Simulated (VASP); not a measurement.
# Bi2Te3 (Tellurobismuthite): cell size and functional, part 2 of 3

Aim: relax Bi2Te3 (Tellurobismuthite) at several levels of theory and compare the cells. The starting structure is a measured crystal structure from the Crystallography Open Database. The first relaxation on each setting starts from this cell expanded by 3 % in volume.

VASP 6.6.1.

Results so far: PBEsol 33.55 Å³ an atom; LDA 32.73 Å³ an atom; PBE 36.36 Å³ an atom.

### 5. Relaxation with PBEsol + D3(BJ)

Level of this step: PBEsol with D3(BJ); plane waves and PAW (Bi_d, Te) (VASP).

D3 with Becke-Johnson damping keeps a finite attraction at short range. This run starts from the cell of an earlier relaxation, which isn't shown; the restart sets up the plane waves anew.

INCAR

```
SYSTEM = Bi2Te3
PREC = Accurate
ENCUT = 450
EDIFF = 1E-06
NELM = 100
ISMEAR = 0
SIGMA = 0.03
LREAL = .FALSE.
ALGO = Normal
GGA = PS
IVDW = 12
NBANDS = 30
LORBIT = 11
LWAVE = .FALSE.
LCHARG = .FALSE.
KPAR = 8
IBRION = 2
NSW = 50
ISIF = 3
EDIFFG = -0.006
```

POSCAR

```
Bi2Te3
1.0
   -4.3152363123      0.0000000000      0.0000000000
    2.1576181562     -3.7371042698      0.0000000000
    2.1576181562      1.2457014232      9.8757178059
Bi Te
2 3
Direct
    0.1986091470      0.5993045735      0.7979137206
    0.8013908530      0.4006954265      0.2020862794
    0.5853788668      0.7926894334      0.3780683002
    0.4146211332      0.2073105666      0.6219316998
    0.0000000000      0.0000000000      0.0000000000
```

KPOINTS

```
Automatic mesh
0
Gamma
6 6 6
0 0 0
```

The projector-augmented-wave data sets are Bi_d and Te (PBE family, release 64).

The run is started by

```sh
mpirun -np 8 vasp_std
```

The log of the run:

```text
[banner, memory and clock lines left out]
running    8 mpi-ranks, on    1 nodes
[...]
[... a notice as in an earlier step ...]

 [... a notice as in an earlier step ...]

 LDA part: xc-table for (Slater+PW92), standard interpolation
 POSCAR, INCAR and KPOINTS ok, starting setup
[...]
entering main loop
       N       E                     dE             d eps       ncg     rms          rms(c)
DAV:   1     0.415096312228E+03    0.41510E+03   -0.20374E+04  1920   0.141E+03
DAV:   2     0.249369011817E+02   -0.39016E+03   -0.37786E+03  1998   0.375E+02
DAV:   3    -0.185582881540E+02   -0.43495E+02   -0.41010E+02  2532   0.138E+02
DAV:   4    -0.203842349306E+02   -0.18259E+01   -0.18118E+01  2226   0.291E+01
[...]
DAV:  12    -0.202370961075E+02   -0.57475E-05   -0.56379E-05  2228   0.297E-02    0.335E-02
DAV:  13    -0.202370950273E+02    0.10801E-05   -0.33236E-06  1892   0.113E-02    0.105E-02
DAV:  14    -0.202370944006E+02    0.62673E-06   -0.10838E-06  1400   0.755E-03
   1 F= -.22565119E+02 E0= -.22565119E+02  d E =-.225651E+02
[...]
reached required accuracy - stopping structural energy minimisation
```

It took 14 s on 8 MPI ranks of AMD EPYC 9R14 (Zen 4), shared host; peak memory 2.5 GiB.

From OUTCAR (step 5):

```text
 Edisp (eV)   -2.32802

  Total       0.00852     0.00852     0.00381    -0.00000    -0.00000     0.00000
  in kB       0.08576     0.08576     0.03829    -0.00000    -0.00000     0.00000
  external pressure =        0.07 kB  Pullay stress =        0.00 kB

 POSITION                                       TOTAL-FORCE (eV/Angst)
 -----------------------------------------------------------------------------------
      2.15762     -1.24570      7.87997         0.000000     -0.000000      0.001895
     -2.15762     -1.24570      1.99575        -0.000000      0.000000     -0.001895
      0.00000     -2.49140      3.73370         0.000000     -0.000000      0.004391
      0.00000     -0.00000      6.14202        -0.000000      0.000000     -0.004391
      0.00000      0.00000      0.00000         0.000000      0.000000      0.000000
 -----------------------------------------------------------------------------------
    total drift:                                0.000000      0.000000      0.000000

  FREE ENERGIE OF THE ION-ELECTRON SYSTEM (eV)
  ---------------------------------------------------
  free  energy   TOTEN  =       -22.5651193090 eV

  energy  without entropy=      -22.5651192588  energy(sigma->0) =      -22.56511928

[... 2 parts as in an earlier step ...]

[... 2 further parts left out ...]
[key lines of the parts left out:]
E-fermi :   7.0139
```

With PBEsol + D3(BJ) the relaxed cell holds 31.852 Å³ an atom, -5.96 % against the measured cell, with a = 4.315 Å and c = 29.627 Å. That is -5.07 % from PBEsol.

### 6. Relaxation with r2SCAN

r2SCAN adds the kinetic-energy density, costs more than a GGA and is run with LASPH. This run starts from the cell of an earlier relaxation, which isn't shown; the restart sets up the plane waves anew.

INCAR, as its differences from that of step 5:

```diff
@@ -9,4 +9,4 @@
 ALGO = Normal
-GGA = PS
-IVDW = 12
+METAGGA = R2SCAN
+LASPH = .TRUE.
 NBANDS = 30
```

POSCAR

```
Bi2Te3
1.0
   -4.4171406057      0.0000000000      0.0000000000
    2.2085703029     -3.8253559766      0.0000000000
    2.2085703029      1.2751186588     10.7410419656
Bi Te
2 3
Direct
    0.2060199636      0.6030099818      0.8090299453
    0.7939800364      0.3969900182      0.1909700547
    0.5668529957      0.7834264978      0.3502794935
    0.4331470043      0.2165735022      0.6497205065
    0.0000000000      0.0000000000      0.0000000000
```

KPOINTS is that of step 5.

The run is started by

```sh
mpirun -np 8 vasp_std
```

The log of the run:

```text
[banner, memory and clock lines left out]
running    8 mpi-ranks, on    1 nodes
[...]
[... a notice as in an earlier step ...]

 [... a notice as in an earlier step ...]

 LDA part: xc-table for (None), standard interpolation
 POSCAR, INCAR and KPOINTS ok, starting setup
[...]
entering main loop
       N       E                     dE             d eps       ncg     rms          rms(c)
DAV:   1     0.233807853875E+03    0.23381E+03   -0.20645E+04  1920   0.140E+03
DAV:   2    -0.161103877510E+03   -0.39491E+03   -0.38118E+03  2068   0.371E+02
DAV:   3    -0.202874072857E+03   -0.41770E+02   -0.40115E+02  2488   0.138E+02
DAV:   4    -0.204503283350E+03   -0.16292E+01   -0.16229E+01  2318   0.296E+01
[...]
DAV:  12    -0.194601847084E+03   -0.20570E-06   -0.39119E-05  2154   0.417E-02    0.390E-02
DAV:  13    -0.194601860168E+03   -0.13084E-04   -0.30786E-05  2028   0.357E-02    0.105E-02
DAV:  14    -0.194601859773E+03    0.39551E-06   -0.25508E-06  1700   0.102E-02
   1 F= -.19460186E+03 E0= -.19460186E+03  d E =-.194602E+03
[...]
reached required accuracy - stopping structural energy minimisation
```

Wall time 67 s (8 MPI ranks); peak memory 2.9 GiB; 8.3 min of CPU time.

Parts of OUTCAR (step 6):

```text
  Total        0.0007392      0.0007392      0.0143312     -0.0000000     -0.0000000      0.0000000
  in kB        0.0065251      0.0065251      0.1265130     -0.0000000     -0.0000000      0.0000000
  external PRESSURE =       0.0465211 kB  Pullay stress =       0.0000000 kB

 POSITION                                       TOTAL-FORCE (eV/Angst)
 -----------------------------------------------------------------------------------
      2.20857     -1.27512      8.68982         0.000000     -0.000000      0.005577
     -2.20857     -1.27512      2.05122        -0.000000      0.000000     -0.005577
     -0.00000     -2.55024      3.76237        -0.000000      0.000000     -0.002034
      0.00000     -0.00000      6.97868         0.000000     -0.000000      0.002034
      0.00000      0.00000      0.00000         0.000000      0.000000      0.000000
 -----------------------------------------------------------------------------------
    total drift:                                0.000000     -0.000000      0.000000

  FREE ENERGIE OF THE ION-ELECTRON SYSTEM (eV)
  ---------------------------------------------------
  free  energy   TOTEN  =      -194.6018597728 eV

  energy  without entropy=     -194.6018597728  energy(sigma->0) =     -194.60185977

[... 2 parts as in an earlier step ...]

[... 2 further parts left out ...]
[key lines of the parts left out:]
E-fermi :   5.1519
```

With r2SCAN the relaxed cell holds 36.299 Å³ an atom, +7.17 % against the measured cell, with a = 4.417 Å and c = 32.223 Å. That is +8.18 % from PBEsol.

### 7. Relaxation with r2SCAN + rVV10

rVV10 adds a nonlocal correlation energy for dispersion.

INCAR, as its differences from that of step 6:

```diff
@@ -10,2 +10,6 @@
 METAGGA = R2SCAN
+LUSE_VDW = .TRUE.
+IVDW_NL = 2
+BPARAM = 11.95
+CPARAM = 0.0093
 LASPH = .TRUE.
```

POSCAR

```
Bi2Te3
1.0
   -4.4294285669      0.0000000000      0.0000000000
    2.2147142835     -3.8359976632      0.0000000000
    2.2147142835      1.2786658877     10.2663233779
Bi Te
2 3
Direct
    0.2000000000      0.6000000000      0.8000000000
    0.8000000000      0.4000000000      0.2000000000
    0.5810000000      0.7905000000      0.3715000000
    0.4190000000      0.2095000000      0.6285000000
    0.0000000000      0.0000000000      0.0000000000
```

KPOINTS is that of step 6.

The run is started by

```sh
mpirun -np 8 vasp_std
```

The log of the run:

```text
[banner, memory and clock lines left out]
running    8 mpi-ranks, on    1 nodes
[...]
[... a notice as in an earlier step ...]

|                                                                             |
|               ----> ADVICE to this user running VASP <----                  |
|                                                                             |
|     You have switched on vdW-DFT.                                           |
|     This routine was written and supplied by Jiri Klimes. We recommend      |
|     that you carefully read and cite the following publications:            |
|       J. Klimes, D.R. Bowler, A. Michelides                                 |
|          J. Phys.: Cond Matt. 22 022201 (2010)                              |
|       J. Klimes, D.R. Bowler, A. Michelides                                 |
|          Phys. Rev. B. 83, 195131 (2011)                                    |
|     and references therein.                                                 |
[...]
Total rVV10 correction in eV:      1.3005993    60.1401907
Total rVV10 correction in eV:      1.3005993    60.1401907
   1 F= -.19323174E+03 E0= -.19323174E+03  d E =-.193232E+03
[... from here on, the cycles between the ionic steps are left out ...]
   2 F= -.19324338E+03 E0= -.19324338E+03  d E =-.116345E-01
   3 F= -.19324836E+03 E0= -.19324836E+03  d E =-.166164E-01
   4 F= -.19325259E+03 E0= -.19325259E+03  d E =-.422972E-02
   5 F= -.19325733E+03 E0= -.19325733E+03  d E =-.897001E-02
   6 F= -.19326155E+03 E0= -.19326155E+03  d E =-.422259E-02
   7 F= -.19326984E+03 E0= -.19326984E+03  d E =-.125174E-01
   8 F= -.19326783E+03 E0= -.19326783E+03  d E =-.104996E-01
   9 F= -.19327187E+03 E0= -.19327187E+03  d E =-.145409E-01
  10 F= -.19326751E+03 E0= -.19326751E+03  d E =0.435955E-02
  11 F= -.19327232E+03 E0= -.19327232E+03  d E =-.450700E-03
  12 F= -.19327232E+03 E0= -.19327232E+03  d E =-.451411E-03
  13 F= -.19327220E+03 E0= -.19327220E+03  d E =-.333416E-03
  14 F= -.19327232E+03 E0= -.19327232E+03  d E =-.449112E-03
  15 F= -.19327232E+03 E0= -.19327232E+03  d E =-.449664E-03
  16 F= -.19327241E+03 E0= -.19327241E+03  d E =-.906445E-04
  17 F= -.19327241E+03 E0= -.19327241E+03  d E =-.900395E-04
[...]
reached required accuracy - stopping structural energy minimisation
```

It took 24 min on 8 MPI ranks; peak memory 5.4 GiB.

From OUTCAR (step 7):

```text
  Total        0.0021205      0.0021205      0.0127604     -0.0000000     -0.0000000      0.0000000
  in kB        0.0193541      0.0193541      0.1164681     -0.0000000     -0.0000000      0.0000000
  external PRESSURE =       0.0517254 kB  Pullay stress =       0.0000000 kB

 POSITION                                       TOTAL-FORCE (eV/Angst)
 -----------------------------------------------------------------------------------
      2.19920     -1.26971      8.43527         0.000000     -0.000000      0.005419
     -2.19920     -1.26971      2.04203        -0.000000      0.000000     -0.005419
      0.00000     -2.53942      3.75996         0.000000     -0.000000      0.001269
      0.00000     -0.00000      6.71733        -0.000000      0.000000     -0.001269
     -0.00000     -0.00000     -0.00000         0.000000      0.000000     -0.000000
 -----------------------------------------------------------------------------------
    total drift:                               -0.000000      0.000000     -0.000000

  FREE ENERGIE OF THE ION-ELECTRON SYSTEM (eV)
  ---------------------------------------------------
  free  energy   TOTEN  =      -193.2724080584 eV

  energy  without entropy=     -193.2724080584  energy(sigma->0) =     -193.27240806

[... 2 parts as in an earlier step ...]

[... 2 further parts left out ...]
[key lines of the parts left out:]
E-fermi :   5.6959
```

Logs of long relaxations may skip ionic steps without a mark.

With r2SCAN + rVV10 the relaxed cell holds 35.107 Å³ an atom, +3.65 % against the measured cell, with a = 4.398 Å and c = 31.432 Å. That is +4.63 % from PBEsol.

### 8. Relaxation with optB86b-vdW

optB86b-vdW pairs nonlocal correlation with a less repulsive exchange of B86b form.

INCAR, as its differences from that of step 7:

```diff
@@ -9,7 +9,7 @@
 ALGO = Normal
-METAGGA = R2SCAN
+GGA = MK
+AGGAC = 0
 LUSE_VDW = .TRUE.
-IVDW_NL = 2
-BPARAM = 11.95
-CPARAM = 0.0093
+PARAM1 = 0.1234
+PARAM2 = 1
 LASPH = .TRUE.
```

POSCAR is that of step 7.

KPOINTS is that of step 7.

The run is started by

```sh
mpirun -np 8 vasp_std
```

The log of the run:

```text
[banner, memory and clock lines left out]
running    8 mpi-ranks, on    1 nodes
[...]
[... a notice as in an earlier step ...]

 [... a notice as in an earlier step ...]

 [... a notice as in an earlier step ...]

 LDA part: xc-table for (Slater+PW92), standard interpolation
 POSCAR, INCAR and KPOINTS ok, starting setup
[...]
entering main loop
       N       E                     dE             d eps       ncg     rms          rms(c)
DAV:   1     0.426328509745E+03    0.42633E+03   -0.20156E+04  1928   0.138E+03
DAV:   2     0.369947596423E+02   -0.38933E+03   -0.37678E+03  2080   0.370E+02
DAV:   3    -0.488760702598E+01   -0.41882E+02   -0.40404E+02  2398   0.137E+02
DAV:   4    -0.663067474433E+01   -0.17431E+01   -0.17310E+01  2252   0.303E+01
[...]
DAV:  12    -0.642812369689E+01   -0.80522E-05   -0.14827E-05  1916   0.211E-02    0.151E-02
DAV:  13    -0.642812656028E+01   -0.28634E-05   -0.46087E-06  1778   0.142E-02    0.283E-03
DAV:  14    -0.642812659154E+01   -0.31267E-07   -0.28008E-07  1152   0.466E-03
   1 F= -.64281266E+01 E0= -.64281266E+01  d E =-.642813E+01
[... from here on, the cycles between the ionic steps are left out ...]
   2 F= -.64320475E+01 E0= -.64320475E+01  d E =-.392086E-02
   3 F= -.64343746E+01 E0= -.64343746E+01  d E =-.624804E-02
   4 F= -.64346600E+01 E0= -.64346600E+01  d E =-.285357E-03
   5 F= -.64350644E+01 E0= -.64350644E+01  d E =-.689757E-03
   6 F= -.64353228E+01 E0= -.64353228E+01  d E =-.258445E-03
   7 F= -.64357660E+01 E0= -.64357660E+01  d E =-.701634E-03
   8 F= -.64358045E+01 E0= -.64358045E+01  d E =-.740157E-03
   9 F= -.64359569E+01 E0= -.64359569E+01  d E =-.152347E-03
  10 F= -.64359594E+01 E0= -.64359594E+01  d E =-.154883E-03
  11 F= -.64358122E+01 E0= -.64358122E+01  d E =0.147255E-03
  12 F= -.64359779E+01 E0= -.64359779E+01  d E =-.184954E-04
  13 F= -.64359722E+01 E0= -.64359722E+01  d E =-.127399E-04
[...]
reached required accuracy - stopping structural energy minimisation
```

Run time: 13 min. Hardware: 8 MPI ranks; peak memory 6.2 GiB.

(Part 2 of 3 ends here.)

[Lines on the potential files, build, host, timing and source positions are cut from VASP's logs without a mark.]

[Logs are printed without paths, hosts, clocks, repeated set-up lines and the standing remarks that a program may print on its own settings, such as how far it seeks lower states.]

[Hosts, paths, dates, database ids (printed as entryN), source tags and the programs' standing remarks are cut or masked in the printed files.]
